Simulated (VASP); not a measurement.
These are r2SCAN meta-GGA, VASP's PBE PAW potentials (set 64) (plane waves; VASP) values and carry that method's errors.

The input files of a VASP run:

INCAR:
```
# general
SYSTEM   =  Nb
PREC     =  Accurate
ENCUT    =  480
LREAL    =  .False.   # projection in real space or not
LASPH    =  .True.

# electronic loop
EDIFF    =  1E-7
NELM     =  100   # most electronic steps
ALGO     =  Normal
LMAXMIX  =  4
LMIXTAU  =  .True.

# smearing
ISMEAR   =  1   # Methfessel-Paxton
SIGMA    =  0.1   # width (eV)

# functional
METAGGA  =  R2SCAN

# ions
ISIF     =  2   # forces and stress, cell fixed

# output
LWAVE    =  .False.
LCHARG   =  .False.
```

File POSCAR:
```
Nb
2.859440
 -0.5773503236   0.5773503236   0.5773503236
  0.5773503236  -0.5773503236   0.5773503236
  0.5773503236   0.5773503236  -0.5773503236
Nb
1
Cartesian
  0.0000000000   0.0000000000   0.0000000000
```

KPOINTS:
```
K-points
0
Gamma
  14 14 14
0 0 0
```

POTCAR, in this order: Nb_sv (PBE.64 set). Program: vasp_std.

The resulting files:

### OUTCAR
```
 ion  position               nearest neighbor table
   1  0.000  0.000  0.000-
  LATTYP: Found a body centered cubic cell.
 ALAT       =     3.3017972184
 Subroutine PRICEL returns:
 Original cell was already a primitive cell.
 Subroutine GETGRP returns: Found 48 space group operations
The static configuration has the point symmetry O_h .
The dynamic configuration has the point symmetry O_h .
 Subroutine INISYM returns: Found 48 space group operations
 Subroutine IBZKPT returns following result:
 Found    104 irreducible k-points:

 Following reciprocal coordinates:
            Coordinates               Weight
  0.000000  0.000000  0.000000      1.000000
  0.071429  0.000000  0.000000     12.000000
  0.142857  0.000000  0.000000     12.000000
  0.214286  0.000000  0.000000     12.000000
  0.285714  0.000000  0.000000     12.000000
  0.357143  0.000000  0.000000     12.000000
  0.428571  0.000000  0.000000     12.000000
  0.500000  0.000000  0.000000      6.000000
  0.071429  0.071429  0.000000     24.000000
  0.142857  0.071429  0.000000     48.000000
  0.214286  0.071429  0.000000     48.000000
  0.285714  0.071429 -0.000000     48.000000
  0.357143  0.071429 -0.000000     48.000000
  0.428571  0.071429  0.000000     48.000000
  0.142857  0.142857  0.000000     24.000000
  0.214286  0.142857 -0.000000     48.000000
  0.285714  0.142857 -0.000000     48.000000
  0.357143  0.142857 -0.000000     48.000000
  0.428571  0.142857  0.000000     24.000000
  0.214286  0.214286  0.000000     24.000000
  0.285714  0.214286 -0.000000     48.000000
  0.357143  0.214286  0.000000     48.000000
  0.285714  0.285714  0.000000     24.000000
  0.357143  0.285714  0.000000     24.000000
  0.071429  0.071429  0.071429      8.000000
...
```

OSZICAR:
```
       N       E                     dE             d eps       ncg     rms          rms(c)
DAV:   1     0.921701316291E+02    0.92170E+02   -0.73080E+03  2096   0.125E+03
DAV:   2    -0.257605427744E+02   -0.11793E+03   -0.11513E+03  2272   0.440E+02
DAV:   3    -0.312683255176E+02   -0.55078E+01   -0.52503E+01  3156   0.779E+01
DAV:   4    -0.315719448442E+02   -0.30362E+00   -0.30117E+00  2940   0.167E+01
DAV:   5    -0.315853593678E+02   -0.13415E-01   -0.13399E-01  3318   0.273E+00    0.105E+01
DAV:   6    -0.240337620468E+02    0.75516E+01   -0.45295E+00  3036   0.312E+01    0.124E+00
DAV:   7    -0.250655145397E+02   -0.10318E+01   -0.32928E-01  2668   0.651E+00    0.119E+00
DAV:   8    -0.244811243764E+02    0.58439E+00   -0.56770E-01  3154   0.996E+00    0.127E+00
DAV:   9    -0.248304553529E+02   -0.34933E+00   -0.34848E-01  2332   0.616E+00    0.598E-01
DAV:  10    -0.248375293228E+02   -0.70740E-02   -0.13271E-02  2930   0.125E+00    0.146E-01
DAV:  11    -0.248368984850E+02    0.63084E-03   -0.58450E-03  2144   0.120E+00    0.108E-01
DAV:  12    -0.248386148203E+02   -0.17163E-02   -0.26807E-03  2136   0.732E-01    0.803E-02
DAV:  13    -0.248389425332E+02   -0.32771E-03   -0.24976E-04  3156   0.210E-01    0.309E-02
DAV:  14    -0.248389057922E+02    0.36741E-04   -0.65901E-05  2618   0.981E-02    0.282E-02
DAV:  15    -0.248389427370E+02   -0.36945E-04   -0.30979E-05  3106   0.800E-02    0.166E-02
DAV:  16    -0.248389370743E+02    0.56627E-05   -0.18084E-05  3260   0.524E-02    0.434E-03
DAV:  17    -0.248389378080E+02   -0.73367E-06   -0.86119E-07  3144   0.145E-02    0.729E-04
DAV:  18    -0.248389364697E+02    0.13383E-05   -0.15400E-07  1238   0.613E-03    0.148E-03
DAV:  19    -0.248389370939E+02   -0.62414E-06   -0.99556E-08  1134   0.574E-03    0.407E-04
DAV:  20    -0.248389369369E+02    0.15695E-06   -0.82002E-09  1124   0.105E-03    0.185E-04
DAV:  21    -0.248389369309E+02    0.59897E-08   -0.12734E-09  1114   0.651E-04
   1 F= -.24838937E+02 E0= -.24838641E+02  d E =-.887748E-03
```

File OUTCAR:
```
------------------------ aborting loop because EDIFF is reached ----------------------------------------
  FORCE on cell =-STRESS in cart. coord.  units (eV):
  Direction    XX          YY          ZZ          XY          YZ          ZX
  --------------------------------------------------------------------------------------
  Total        0.0360792      0.0360792      0.0360792     -0.0000000      0.0000000      0.0000000
  in kB        3.2117816      3.2117816      3.2117816     -0.0000000      0.0000000      0.0000000
  external PRESSURE =       3.2117816 kB  Pullay stress =       0.0000000 kB
  volume of cell :       18.00
      direct lattice vectors                 reciprocal lattice vectors
    -1.650898609  1.650898609  1.650898609     0.000000000  0.302865359  0.302865359
     1.650898609 -1.650898609  1.650898609     0.302865359  0.000000000  0.302865359
     1.650898609  1.650898609 -1.650898609     0.302865359  0.302865359  0.000000000
 POSITION                                       TOTAL-FORCE (eV/Angst)
 -----------------------------------------------------------------------------------
      0.00000      0.00000      0.00000         0.000000      0.000000      0.000000
 -----------------------------------------------------------------------------------
    total drift:                                0.000000     -0.000000      0.000000
  FREE ENERGIE OF THE ION-ELECTRON SYSTEM (eV)
  ---------------------------------------------------
  free  energy   TOTEN  =       -24.8389369309 eV

  energy  without entropy=      -24.8380491831  energy(sigma->0) =      -24.83864101
```
(Selected blocks of OUTCAR.)

OUTCAR:
```
 val. band max:       11.1432266850   @ k =  -0.1429   0.2143   0.0714

 cond. band min:      11.1640605869   @ k =   0.2857   0.0714  -0.0000


 Fermi energy:        11.1541986025

 k-point     1 :       0.0000    0.0000    0.0000
  band No.  band energies     occupation
      1     -45.0141      2.00000
      2     -19.5516      2.00000
      3     -19.5516      2.00000
      4     -19.5516      2.00000
      5       4.8598      2.00000
      6      11.5885     -0.00000
      7      11.5885     -0.00000
      8      11.5885     -0.00000
      9      14.7116      0.00000
     10      14.7116      0.00000

 k-point     2 :       0.0714    0.0000    0.0000
  band No.  band energies     occupation
      1     -45.0010      2.00000
      2     -19.6292      2.00000
      3     -19.5748      2.00000
      4     -19.5522      2.00000
      5       5.0809      2.00000
      6      11.4504     -0.00023
      7      11.5514     -0.00000
      8      11.7984     -0.00000
      9      14.5020      0.00000
     10      14.7106      0.00000

 k-point     3 :       0.1429    0.0000    0.0000
  band No.  band energies     occupation
      1     -44.9643      2.00000
      2     -19.8431      2.00000
      3     -19.6395      2.00000
      4     -19.5541      2.00000
      5       5.6932      2.00000
      6      11.0879      1.89237
      7      11.3845     -0.00534
      8      12.4143     -0.00000
      9      14.1499      0.00000
     10      14.7259      0.00000

 k-point     4 :       0.2143    0.0000    0.0000
  band No.  band energies     occupation
      1     -44.9108      2.00000
      2     -20.1431      2.00000
      3     -19.7316      2.00000
      4     -19.5569      2.00000
      5       6.5220      2.00000
      6      10.6162      2.00000
      7      11.1075      1.70277
      8      13.3945      0.00000
      9      14.0654      0.00000
     10      14.7958      0.00000

 k-point     5 :       0.2857    0.0000    0.0000
...
```

The compound is Nb in the bcc structure. It was relaxed first.
